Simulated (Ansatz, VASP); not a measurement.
## Two plane-wave programs on Sc2GaP3

```
CELL_PARAMETERS angstrom
5.68083 0.00000 0.00000
-2.84042 4.91975 0.00000
0.00000 0.00000 4.04946
ATOMIC_POSITIONS crystal
Sc 0.33333 0.66667 0.00000
Sc 0.66667 0.33333 0.00000
Ga 0.00000 0.00000 0.00000
P 0.50000 0.00000 0.50000
P 0.00000 0.50000 0.50000
P 0.50000 0.50000 0.50000
```

Change from the starting cell: species swapped into the TbCu2Ni3 type (P6/mmm, No. 191).

Alike in both runs: functional PBE; k mesh 6 × 6 × 4; occupations gaussian, width 0.1 eV; no spin polarisation.

Ansatz relaxed the structure, and its values are those at the end. VASP's run is a single point on that final structure, the one shown.

|  | VASP | Ansatz |
| --- | --- | --- |
| version | VASP 6.6.1 | Ansatz 0.2.0 |
| potentials or method | VASP PAW PBE potentials, release 64 (Sc_sv, Ga_d, P) | scalar-relativistic, plane waves, PAW |
| plane-wave cutoff (eV) | 520 | 420 |
| valence electrons in the cell | 50 | 50 |

```csv
,VASP,Ansatz,Ansatz less VASP
gap on the k mesh at the Fermi level (eV),none,none,-
pressure (GPa),0.4,0.2,-0.16
```

A gap of «none» marks a metal or a gap that the smearing closes. With one functional, cell and mesh, what is left measures potentials, basis and numerics.

Caveats: the k mesh is coarse (spacing up to 0.39 Å⁻¹), so the values aren't converged.
